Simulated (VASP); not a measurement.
Consider the following.

```yaml
crystal:
  lattice:
    - [1.36244, -2.35982, 0.00000]
    - [1.36244, 2.35982, 0.00000]
    - [0.00000, 0.00000, 4.29181]
  atoms:
    - { symbol: Ru, position: [0.33333, 0.66667, 0.25000] }
    - { symbol: Ru, position: [0.66667, 0.33333, 0.75000] }
```

All values below come from optB88-vdW, VASP's PBE PAW potentials (set 64) (plane waves; VASP). Numerical set-up: 520 eV cut-off, Gaussian smearing of 0.050 eV, potentials Ru_pv.

Q: Give the energies of bands 7 to 17 at the high-symmetry points, in eV from the Fermi level.

A: 
| band | Γ | M | K | A | L | H |
|---|---|---|---|---|---|---|
| 7 | -7.80 | -5.97 | -5.43 | -5.89 | -5.88 | -4.57 |
| 8 | -6.04 | -5.33 | -4.20 | -5.89 | -5.88 | -4.57 |
| 9 | -2.55 | -5.22 | -4.20 | -2.72 | -4.39 | -3.96 |
| 10 | -2.55 | -2.98 | -3.64 | -2.72 | -4.39 | -3.96 |
| 11 | -2.33 | -1.99 | -2.76 | -2.72 | -1.06 | -2.61 |
| 12 | -1.88 | -1.69 | -2.76 | -2.72 | -1.06 | -2.61 |
| 13 | -1.88 | -1.47 | -1.04 | -2.59 | 0.48 | -1.17 |
| 14 | -1.41 | 1.33 | 0.98 | -2.59 | 0.48 | -1.17 |
| 15 | -1.41 | 1.75 | 0.98 | 0.51 | 1.59 | 1.17 |
| 16 | 1.13 | 1.86 | 1.42 | 0.51 | 1.59 | 1.17 |
| 17 | 1.13 | 4.01 | 6.97 | 0.51 | 3.40 | 8.35 |

It has no gap at this level: it comes out as a metal or semimetal.

The compound is Ru in the hcp structure. It was relaxed first.
